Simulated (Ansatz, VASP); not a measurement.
# Cross-check of ZrSe2 between VASP and Ansatz

Aim: how closely do two programs agree when they are given the same cell, functional and k mesh? The structure shown is the start of the Ansatz relaxation below; VASP solves that cell, so the two are compared at the walk's first step.

Calculated with Ansatz 0.2.0; plane waves, with VASP 6.6.1 beside it; single point at LDA.

### Step 1. The starting structure

The cell holds 3 atoms: 1 Zr and 2 Se. Its edges and angles: a = 3.790 Å, b = 3.790 Å, c = 33.500 Å, α = 90.0°, β = 90.0°, γ = 120.0°. Vacuum lies along c.

### Step 2. Ansatz: relaxation, LDA

Ansatz runs on its PAW soft_1 files.

The two programs are compared at the cell with which this relaxation starts, whose forces are those of its first step.

Input file input.yaml:

```yaml
crystal:
  lattice:
    - [3.79, 0.0, 0.0]
    - [-1.895, 3.2822362803, 0.0]
    - [0.0, 0.0, 33.5]
  atoms:
    - { symbol: Zr, position: [0.0, 0.0, 0.5] }
    - { symbol: Se, position: [0.3333333333, 0.6666666667, 0.5471641791] }
    - { symbol: Se, position: [0.6666666667, 0.3333333333, 0.4528358209] }
  periodic: [true, true, false]
kpoints:
  mp_grid: { grid: [6, 6, 1] }
hamiltonian:
  xc: lda
  pseudopotentials: { kind: paw, azcp: { folder: soft_1 }, xc_functional: pbe }
scf:
  occupations: { method: fermi_dirac, width: 0.02 }
relax:
  f_tol: 0.01
  max_steps: 100
  cell: {}
output:
  write_density: true
  write_potential: true
  elf: true
  volumetric_format: npy
```

On the command line:

```console
$ ansatz run input.yaml --threads 4 --pin off --max-ram 17510MiB --backend cpu --events-out ev --progress --plain --runs-dir out
```

Numbers of over 12 decimals in the logs are rounded to 6 here.

What it wrote:

```text
Engine: ansatz 0.2.0, aarch64-unknown-linux-gnu
Pseudopotentials: kind: paw
Pseudopotential: Zr, paw, valence charge 12, recommended cutoff 420 eV (normal), soft_1/Zr.paw.azcp
Pseudopotential: Se, paw, valence charge 16, recommended cutoff 420 eV (normal), soft_1/Se.paw.azcp
Functional definition: SPW92
  exchange = slater_x
  correlation = pw_c
Crystal: 3 atoms, lattice volume = 416.729 Å³
Basis set: ecut = 420 eV, 8175 PW (Γ)
Bands: 27, of which v1, the nominal top of the filled ones, is band 22 counted from 1 (21 counted from 0)
Symmetry: 12 space group operations
Space group: P-3m1 (ITA 164), of the structure as read, at distance tolerance 7.5e-5 Å
k-points: 7 of 36
Non-local potential: Zr, projectors of the file, l = 0: 3, l = 1: 2, l = 2: 2, l = 3: 1
Non-local potential: Se, projectors of the file, l = 0: 2, l = 1: 2, l = 2: 3, l = 3: 1
PAW form: soft (Blöchl's): semilocal exchange-correlation on the pseudo side does not see the compensation charge
PAW frozen core: Zr, regenerated for the run's functional, and the local potential with it (the file was generated under x = pbe(κ = 0.804, μ = 0.219515), c = pbe(β = 0.066725))
PAW frozen core: Se, regenerated for the run's functional, and the local potential with it (the file was generated under x = pbe(κ = 0.804, μ = 0.219515), c = pbe(β = 0.066725))
PAW one-centre angular grid: Zr, 590 points (default); XC on 64 Gauss nodes
PAW one-centre angular grid: Se, 590 points (default); XC on 64 Gauss nodes
Initial density: superposition of atomic densities (neutral atoms: chi_scale 0, normalization atom)
Initial wavefunctions: pseudopotential atomic-orbital guess
Functional: x = slater, c = lda
SCF iter   1: F=—  HF=-14848.433120 eV  |F-HF|=—  |Δ(HF+E_count)|=         —  Δρ=1.69e-2  dr2=1.87e0  ethr=3.10e-3  ⟨swp⟩=14.4  Hψ=1241  notcnv=0
preconditioner: auto → Resta (q_TF=auto, 1.876 Å⁻¹)  ε∞=1.8  [insulator: Δε(μ)=1.105 eV  Ē_g=8.337 eV  σ=0.020 eV  W_gap=1.00  n_scr=20 (ndim 8)  ℏωp=7.3 eV  f_vac=0.787  D(μ)=0.00/eV (n_scr^D=0)  ε∞_Penn≈1.8  vacuum switching on, ρ_ref=5.0e-3 e/Å³]
SCF iter   2: F=—  HF=-14847.888477 eV  |F-HF|=—  |Δ(HF+E_count)|=   5.45e-1  Δρ=6.84e-3  dr2=3.78e-1  ethr=3.10e-3  ⟨swp⟩=4.1  Hψ=416  notcnv=0  defer=6
SCF iter   3: F=—  HF=-14847.841035 eV  |F-HF|=—  |Δ(HF+E_count)|=   4.74e-2  Δρ=4.44e-3  dr2=1.61e-1  ethr=8.59e-4  ⟨swp⟩=3.4  Hψ=318  notcnv=0  defer=6
SCF iter   4: F=—  HF=-14847.812664 eV  |F-HF|=—  |Δ(HF+E_count)|=   2.84e-2  Δρ=1.65e-3  dr2=7.49e-3  ethr=3.66e-4  ⟨swp⟩=3.6  Hψ=320  notcnv=0  defer=6
SCF iter   5: F=—  HF=-14847.812225 eV  |F-HF|=—  |Δ(HF+E_count)|=   4.39e-4  Δρ=2.31e-4  dr2=1.31e-4  ethr=1.70e-5  ⟨swp⟩=3.7  Hψ=419  notcnv=0  defer=5
SCF iter   6: F=—  HF=-14847.812257 eV  |F-HF|=—  |Δ(HF+E_count)|=   3.25e-5  Δρ=4.06e-5  dr2=1.51e-5  ethr=2.97e-7  ⟨swp⟩=3.3  Hψ=395  notcnv=0  defer=5
SCF iter   7: F=—  HF=-14847.812242 eV  |F-HF|=—  |Δ(HF+E_count)|=   1.58e-5  Δρ=1.81e-5  dr2=9.78e-7  ethr=3.42e-8  ⟨swp⟩=3.0  Hψ=389  notcnv=0  defer=5
SCF iter   8: F=-14847.812242 eV  HF=-14847.812242 eV  |F-HF|=4.99e-8  |Δ(HF+E_count)|=   7.56e-7  Δρ=3.52e-6  dr2=6.00e-8  ethr=2.27e-10  ⟨swp⟩=15.1  Hψ=1891  notcnv=0
SCF 1 converged in 8 iterations: F = -14847.812242 eV  dr2 = 6.00e-8
  greatest PAW one-centre occupation: 1.000 electrons in one spin orbital (limit 2), on the Se atom at site 2 (counted from 0), in its partial waves of l = 2
relax step   1: F+E_penalty+E_count = -14847.81224238 eV  Δ(F+E_penalty+E_count) = +0.000e0 eV  max|allowed force component| = 5.021e-1 eV/Å  Δτ_max = 0.0000 Å  P = -2.627 N/m  Ω = 416.729 Å³  fix = [c, alpha, beta]  reactions: c -0.000 N/m  (8 SCF iters, dr2 threshold 1.00e-7 eV, accepted)
[...]
relax step   4: F+E_penalty+E_count = -14847.86115226 eV  Δ(F+E_penalty+E_count) = -8.351e-4 eV  max|allowed force component| = 5.028e-3 eV/Å  Δτ_max = 0.0007 Å  P = +0.029 N/m  Ω = 401.119 Å³  energy of the carried Pulay correction = +2.629e-4 eV  fix = [c, alpha, beta]  reactions: c +0.000 N/m  (5 SCF iters, dr2 threshold 1.93e-7 eV, accepted)
[...]
relax step   5: F+E_penalty+E_count = -14847.86088817 eV  Δ(F+E_penalty+E_count) = +2.641e-4 eV  max|allowed force component| = 5.168e-3 eV/Å  Δτ_max = 0.0000 Å  P = +0.030 N/m  Ω = 401.119 Å³  fix = [c, alpha, beta]  reactions: c +0.000 N/m  stress off target by 2.97e-2 N/m on what of the cell is left free  SCF on the basis re-selected at this cell (its energy is not comparable with the rows above)  (7 SCF iters)
basis re-selected at this cell: Δ(F+E_penalty+E_count) = +2.641e-4 eV, ΔP = +0.001 N/m vs the last step (what re-selecting the basis moved, of the pressure what is left beyond the Pulay correction that the steps carried, after the strain that the cell walked since its last selection, with what the two solves' SCF thresholds leave and, on support functions, any second-order correction that the steps lacked; it is no measure of the basis error at this ecutwfc). The dense FFT grid was sized anew with the basis: this SCF ran on 25×25×225 points, the steps before it on 27×27×225, so part of this shift can come from that change (see relax.cell in the input reference). [rest of the remark cut]
WARN: The output density's exchange-correlation potential varies sharply where the density is thin. Do not read a vacuum level from v_tot or v_xc, or from such a field of the output density. On a cell that repeats whose density bears no net charge and no dipole along the vacuum's axis use v_es (v_loc + v_h of the components); under efield.dipole_correction with no amplitude use v_es + v_field, which holds any externa [...]
SCF converged after 7 iterations
Free energy (F): -14847.860888 eV
Harris-Foulkes:  -14847.860888 eV  (|F-HF|=6.91e-11)
Internal energy: -14847.860859 eV  (E = F + TS)
E sigma→0 (E₀):  -14847.860873 eV
Entropy (-TS):   -0.000030 eV (-0.010 meV/atom)
Fermi energy:    -5.537822 eV
--- Per-component energies (eV) ---
  E_band       = -1534.438631
  E_kinetic    = 540.325096
  E_local      = -104661.565913  (includes V_loc(G=0)·N_el)
  E_nonlocal   = -623.963460
  E_hartree    = 52030.542318
  E_xc         = -324.131157
  E_vxc        = -364.909375  (∫ρ·V_xc dr)
  E_paw        = -6950.016189  (= ΣΔE_a)
  E_vpaw       = -485.408615  (= ΣTr[D̂ρ^β])
  E_aug_tail   = -0.000770  (compensation charges beyond the density's cutoff)
  E_ewald      = 45136.144095
  E_core_change = 4.805120  (= ΣΔE_core)
  E_smearing   = -0.000030  (= −TS)
  E_closure    = -0.000000  (closes the sum)
  Σ components = -14847.860888   (vs F -14847.860888, Δ=0.00e0)
--- Forces (eV/Å), atoms counted from 1 ---
  atom   1  Zr     0.00000000     0.00000000     0.00000000
  atom   2  Se     0.00000000     0.00000000     0.00516768
  atom   3  Se     0.00000000    -0.00000000    -0.00516768
  max |Σ_I F_I| component: 2.31e-18 eV/Å
--- 2D stress c σ (N/m, compression-positive) ---
        0.029722      -0.000000       0.000000
       -0.000000       0.029722       0.000000
        0.000000       0.000000       0.000000
  P = ½ c Tr σ = 0.0297 N/m
--- Band table (eV; the first three rows and the last of 7) ---
  k-point 0: bands = [... 18 lower, -8.3532, -6.9952, -5.6805, -5.6805, -4.6806, -4.6806, -4.0823, -1.1828, ... 1 higher]
  k-point 1: bands = [... 18 lower, -8.2253, -7.4275, -6.4987, -6.4259, -4.7280, -3.8512, -3.5615, -2.0406, ... 1 higher]
  k-point 2: bands = [... 18 lower, -8.5908, -8.1909, -6.9454, -6.8232, -5.2018, -3.2403, -2.9845, -1.3320, ... 1 higher]
  k-point 6: bands = [... 18 lower, -9.3429, -7.9468, -7.9468, -7.8036, -3.8800, -3.2685, -3.2685, -1.1539, ... 1 higher]
  the weakly bound empty levels are not read free of the cell's end (no_gap_told)
--- Relaxed structure (4 steps of the walk, 3 accepted, 1 SCFs on fresh bases) ---
  F+E_penalty+E_count = -14847.86088817 eV   max|allowed force component| = 5.168e-3 eV/Å   (the final SCF, on the basis selected at the relaxed cell)
  cell:  # Å, volume = 401.1190 Å³
    - [3.718338, 0.0, 0]
    - [-1.859169, 3.220175, 0]
    - [0, 0, 33.5]
  atoms:
    - { symbol: Zr, position: [0, 0, 0.5] }
    - { symbol: Se, position: [0.333333, 0.666667, 0.546612] }
    - { symbol: Se, position: [0.666667, 0.333333, 0.453388] }
```

In the SCF lines HF is the Harris–Foulkes energy and dr2 the Hartree energy of the density residual, in eV; the loop may stop once dr2 is under the threshold and the program's other checks hold. Hψ counts applications of the Hamiltonian.

### Step 3. VASP: single point, LDA, start cell

The same cell, functional (in two slightly different forms), mesh and smearing now go to VASP, with its own data sets.

Lines of VASP's logs that name or quote its potential files are left out, and so is its time.

Input file INCAR:

```
SYSTEM = ZrSe2
PREC = Accurate
ENCUT = 400
EDIFF = 1E-06
NELM = 120
ISMEAR = -1
SIGMA = 0.02
LREAL = .FALSE.
ALGO = Normal
GGA = CA
NBANDS = 18
LASPH = .TRUE.
LORBIT = 11
LWAVE = .FALSE.
LCHARG = .FALSE.
ISIF = 2
LDIPOL = .TRUE.
IDIPOL = 3
DIPOL = 0.5 0.5 0.5
LVHAR = .TRUE.
GGA_COMPAT = .FALSE.
EFERMI = MIDGAP
NELMDL = -8
KPAR = 2
```

Input file POSCAR:

```
ZrSe2
1.0
    3.7900000000      0.0000000000      0.0000000000
   -1.8950000000      3.2822360000      0.0000000000
    0.0000000000      0.0000000000     33.5000000000
Zr Se
1 2
Direct
    0.0000000000      0.0000000000      0.5000000000
    0.3333334349      0.6666668698      0.5471641791
    0.6666667174      0.3333334349      0.4528358209
```

Input file KPOINTS:

```
Automatic mesh
0
Gamma
6 6 1
0 0 0
```

PAW data sets: Zr_sv and Se (LDA family, release 64).

On the command line:

```console
$ mpirun -np 2 vasp_std
```

What it wrote:

```text
[banner, memory and clock lines left out]
running    2 mpi-ranks, on    1 nodes
 distrk:  each k-point on    1 cores,    2 groups
 distr:  one band on    1 cores,    1 groups

 POSCAR found type information on POSCAR ZrSe
 POSCAR found :  2 types and       3 ions
 LDA part: xc-table for (Slater(with rela. corr.)+CA(PZ))
 , standard interpolation
 POSCAR, INCAR and KPOINTS ok, starting setup
 FFT: planning ... GRIDC
 FFT: planning ... GRID_SOFT
 FFT: planning ... GRID
 WAVECAR not read
 entering main loop
       N       E                     dE             d eps       ncg     rms          rms(c)
DAV:   1     0.142081497160E+03    0.14208E+03   -0.88377E+03   332   0.760E+02
DAV:   2    -0.397731746846E+01   -0.14606E+03   -0.14094E+03   350   0.186E+02
DAV:   3    -0.225512452878E+02   -0.18574E+02   -0.18520E+02   438   0.628E+01
DAV:   4    -0.231571030189E+02   -0.60586E+00   -0.60477E+00   398   0.890E+00
DAV:   5    -0.231650317532E+02   -0.79287E-02   -0.79239E-02   396   0.115E+00
DAV:   6    -0.231651708042E+02   -0.13905E-03   -0.13898E-03   352   0.143E-01
DAV:   7    -0.231651752535E+02   -0.44493E-05   -0.44491E-05   390   0.214E-02
DAV:   8    -0.231651753400E+02   -0.86475E-07   -0.86412E-07   328   0.301E-03    0.130E+01
DAV:   9    -0.215122838906E+02    0.16529E+01   -0.58545E+00   278   0.128E+01    0.520E+00
DAV:  10    -0.214175521511E+02    0.94732E-01   -0.54595E-01   324   0.396E+00    0.203E+00
DAV:  11    -0.214073404598E+02    0.10212E-01   -0.77707E-02   344   0.149E+00    0.442E-01
DAV:  12    -0.214058714151E+02    0.14690E-02   -0.71934E-03   352   0.623E-01    0.190E-01
DAV:  13    -0.214054958170E+02    0.37560E-03   -0.11531E-03   384   0.231E-01    0.983E-02
DAV:  14    -0.214056200706E+02   -0.12425E-03   -0.46157E-05   334   0.483E-02    0.294E-02
DAV:  15    -0.214058566516E+02   -0.23658E-03   -0.24038E-04   292   0.587E-02    0.190E-02
DAV:  16    -0.214061362125E+02   -0.27956E-03   -0.27318E-05   316   0.217E-02    0.101E-02
DAV:  17    -0.214064607516E+02   -0.32454E-03   -0.97058E-05   296   0.291E-02    0.926E-03
DAV:  18    -0.214066177497E+02   -0.15700E-03   -0.85188E-06   334   0.990E-03    0.368E-03
DAV:  19    -0.214066929289E+02   -0.75179E-04   -0.29335E-06   294   0.509E-03    0.376E-03
DAV:  20    -0.214067305065E+02   -0.37578E-04   -0.15061E-06   288   0.330E-03    0.118E-03
DAV:  21    -0.214067492733E+02   -0.18767E-04   -0.53864E-07   256   0.208E-03    0.815E-04
DAV:  22    -0.214067562311E+02   -0.69578E-05   -0.19119E-07   246   0.125E-03    0.405E-04
DAV:  23    -0.214067594194E+02   -0.31883E-05   -0.97856E-08   234   0.769E-04    0.818E-05
DAV:  24    -0.214067601757E+02   -0.75628E-06   -0.14142E-08   224   0.355E-04
   1 F= -.21406760E+02 E0= -.21406759E+02  d E =-.320576E-05
```

Parts of OUTCAR (step 3):

```text
ion  position               nearest neighbor table
   1  0.000  0.000  0.500-   3 2.70   2 2.70   2 2.70   3 2.70   3 2.70   2 2.70
   2  0.333  0.667  0.547-   1 2.70   1 2.70   1 2.70
   3  0.667  0.333  0.453-   1 2.70   1 2.70   1 2.70

  LATTYP: Found a hexagonal cell.
 ALAT       =     3.7900000000
 C/A-ratio  =     8.8390501319

 Subroutine GETGRP returns: Found 12 space group operations
 (whereof 12 operations were pure point group operations)

The static configuration has the point symmetry D_3d.

 Found      7 irreducible k-points:

   k-points           NKPTS =      7   k-points in BZ     NKDIM =      7   number of bands    NBANDS=     18

   dimension x,y,z NGX =    28 NGY =   28 NGZ =  224
   dimension x,y,z NGXF=    56 NGYF=   56 NGZF=  448

   ENCUT  =  400.0 eV  29.40 Ry    5.42 a.u.   6.18  6.18 54.63*2*pi/ulx,y,z

   NELECT =      24.0000    total number of electrons

 k-points in reciprocal lattice and weights: Automatic mesh
   0.00000000  0.00000000  0.00000000       0.028
   0.16666667 -0.00000000  0.00000000       0.167
   0.33333333  0.00000000  0.00000000       0.167
   0.50000000  0.00000000  0.00000000       0.083
   0.16666667  0.16666667  0.00000000       0.167
   0.33333333  0.16666667  0.00000000       0.333
   0.33333333  0.33333333  0.00000000       0.056

 dipolmoment           0.000000      0.000000      0.000000 electrons x Angstroem

 average (electrostatic) potential at core
       1 -88.0756       2 -67.5864       3 -67.5864

 E-fermi :  -3.7754

 k-point     1 :       0.0000    0.0000    0.0000
  band No.  band energies     occupation
    ...
      8      -6.4851      2.00000
      9      -6.4851      2.00000
     10      -5.1235      2.00000
     11      -3.9678      1.99987
     12      -3.9678      1.99987
     13      -2.9457      0.00000
     14      -2.9457      0.00000
     15      -2.3576      0.00000
     16       0.4702      0.00000
     17       0.5182      0.00000
    ...

 k-point     2 :       0.1667   -0.0000    0.0000
  band No.  band energies     occupation
    ...
      8      -7.0428      2.00000
      9      -6.3676      2.00000
     10      -5.5978      2.00000
     11      -4.6851      2.00000
     12      -4.6521      2.00000
     13      -2.9838      0.00000
     14      -2.1892      0.00000
     15      -1.8638      0.00000
     16      -0.4253      0.00000
     17       0.3888      0.00000
    ...

 k-point     3 :       0.3333    0.0000    0.0000
  band No.  band energies     occupation
    ...
      8      -7.2451      2.00000
      9      -6.6723      2.00000
     10      -6.3261      2.00000
     11      -5.1171      2.00000
     12      -5.0476      2.00000
     13      -3.4041      0.00000
     14      -1.6255      0.00000
     15      -1.3569      0.00000
     16       0.2252      0.00000
     17       0.5686      0.00000
    ...

  Total       -1.9799634     -1.9799631     -1.5301619     -0.0000000      0.0000000     -0.0000000
  in kB       -7.6122656     -7.6122643     -5.8829362     -0.0000000      0.0000000     -0.0000000
  external PRESSURE =      -7.0358220 kB  Pullay stress =       0.0000000 kB

  energy-cutoff  :      400.00
  volume of cell :      416.73
      direct lattice vectors                 reciprocal lattice vectors
     3.790000000  0.000000000  0.000000000     0.263852243  0.152335176  0.000000000
    -1.895000000  3.282236000  0.000000000     0.000000000  0.304670353  0.000000000
     0.000000000  0.000000000 33.500000000     0.000000000  0.000000000  0.029850746

 POSITION                                       TOTAL-FORCE (eV/Angst)
 -----------------------------------------------------------------------------------
      0.00000      0.00000     16.75000         0.000000      0.000000      0.000000
      0.00000      2.18816     18.33000        -0.000000      0.000000     -0.470529
      1.89500      1.09408     15.17000         0.000000     -0.000000      0.470529
 -----------------------------------------------------------------------------------
    total drift:                                0.000000     -0.000376      0.000000

  FREE ENERGIE OF THE ION-ELECTRON SYSTEM (eV)
  ---------------------------------------------------
  free  energy   TOTEN  =       -21.4067601757 eV

  energy  without entropy=      -21.4067569699  energy(sigma->0) =      -21.40675857

 vacuum level on the upper side and lower side of the slab         1.850         1.850

 total charge
# of ion       s       p       d       tot
------------------------------------------
    1        2.171   6.006   1.463   9.641
    2        1.465   2.395   0.026   3.886
    3        1.465   2.395   0.026   3.886
--------------------------------------------------
tot          5.102  10.796   1.515  17.413

[... 3 further parts left out ...]
```

### Step 4. Differences

Known differences besides the potentials themselves: the two LDA forms differ slightly; Ansatz cuts the interaction across the vacuum, VASP repeats the sheet with a dipole correction; the data sets hold 44 valence electrons in Ansatz (on its PAW soft_1 files) and 24 in VASP; the cutoff is 420 eV in Ansatz and 400 eV in VASP; VASP's log shows a relativistic correction to its local exchange, Ansatz's none. Total energies have different zeros and are not compared.

Forces (eV/Å; atoms numbered as in POSCAR):

```tsv
atom	Ansatz x, y, z	VASP x, y, z
Zr1	0.000, 0.000, 0.000	0.000, 0.000, 0.000
Se2	0.000, 0.000, -0.502	0.000, 0.000, -0.471
Se3	0.000, 0.000, 0.502	0.000, 0.000, 0.471
```

The forces differ by 15 meV/Å r.m.s., which is 6.7 % of the r.m.s. force of 0.222 eV/Å (both taken over all components). With vacuum in the cell, a pressure given here is an average over mostly empty space and none of the material.

### Step 5. What came out

| Property | Result |
| --- | --- |
| r.m.s. force difference (single point, LDA, start cell) | 6.7 % of the r.m.s. force |

**Reading.** The r.m.s. force difference is 6.7 % of the r.m.s. force (single point, LDA, start cell), beyond the 3 % picked in this series as the mark of a large difference. The data sets hold unlike numbers of valence electrons (44 in Ansatz and 24 in VASP), so part of the differences comes from the potentials. What causes the difference of the single point, LDA, start cell pair stays open here. 1 further run of this series is not shown here. Such differences can come from data sets, numerical settings and the points named under the comparisons, not from the functional's error against experiment.

[Lines on the potential files, build, host, timing and source positions are cut from VASP's logs without a mark.]

[Logs are printed without paths, hosts, clocks, repeated set-up lines and the standing remarks that a program may print on its own settings, such as how far it seeks lower states.]

[Hosts, paths, dates, database ids (printed as entryN), source tags and the programs' standing remarks are cut or masked in the printed files.]
